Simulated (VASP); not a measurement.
OSZICAR of a VASP run on Ag:

**OSZICAR**
```
       N       E                     dE             d eps       ncg     rms          rms(c)
DAV:   1    -0.127041046806E+03   -0.12704E+03   -0.22897E-05  1578   0.533E-02    0.485E-03
DAV:   2    -0.127041048451E+03   -0.16445E-05   -0.25075E-05  1522   0.693E-02    0.381E-03
DAV:   3    -0.127041042225E+03    0.62256E-05   -0.27584E-06  1092   0.200E-02    0.114E-03
DAV:   4    -0.127041022140E+03    0.20085E-04   -0.17894E-06  1030   0.123E-02    0.489E-04
DAV:   5    -0.127041044344E+03   -0.22205E-04   -0.16054E-06  1086   0.119E-02    0.427E-04
DAV:   6    -0.127041036414E+03    0.79307E-05   -0.88505E-07   974   0.830E-03    0.913E-05
DAV:   7    -0.127041026896E+03    0.95177E-05   -0.15059E-06  1030   0.755E-03    0.711E-05
DAV:   8    -0.127041022316E+03    0.45800E-05   -0.98123E-07   990   0.620E-03    0.620E-05
DAV:   9    -0.127041023300E+03   -0.98382E-06   -0.32204E-07   966   0.334E-03
   1 F= -.12704102E+03 E0= -.12704080E+03  d E =-.658092E-03
```

Question: Which electronic solver shows in the log?

Answer: It is blocked Davidson (ALGO = Normal, or the opening steps of other solvers). The INCAR had ALGO = Normal.

Question: Can the final energy be trusted as converged?

Answer: The run converged. It stopped with EDIFF = 1E-6, NELM = 100 (r2SCAN meta-GGA, plane waves, VASP's PBE PAW potentials (set 64)).

The cell is a thin slab with vacuum, built from Ag (fcc): (100) face.
